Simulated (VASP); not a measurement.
Here is the system:

```yaml
crystal:
  lattice:
    - [4.84593, 0.00000, 0.00000]
    - [0.00000, 4.84593, 0.00000]
    - [0.00000, 0.00000, 4.84593]
  atoms:
    - { symbol: Ca, position: [0.50000, 0.00000, 0.50000] }
    - { symbol: Ca, position: [0.00000, 0.50000, 0.50000] }
    - { symbol: Ca, position: [0.50000, 0.50000, 0.00000] }
    - { symbol: Pb, position: [0.00000, 0.00000, 0.00000] }
    - { symbol: O, position: [0.50000, 0.50000, 0.50000] }
```

Level of theory: LDA (Ceperley-Alder, Perdew-Zunger), VASP's LDA PAW potentials (set 64) (plane waves; VASP 6.6.1). Numerical set-up: 400 eV cut-off, 6×6×6 Γ-centred mesh, Gaussian smearing of 0.10 eV, potentials Ca_sv Pb_d O.

At this cut-off the stress carries a Pulay error, which pulls relaxed volumes low.

Q: Give the stress tensor in GPa (positive for a compressed cell).

A: 
```
-4.67   0.00   0.00
 0.00  -4.67   0.00
 0.00   0.00  -4.67
```
The pressure is its mean diagonal, -4.67 GPa.

The structure comes from a computed database's Ca3PbO entry (Pm-3m); how it stands against other phases isn't given here. The cell was not relaxed at this level.
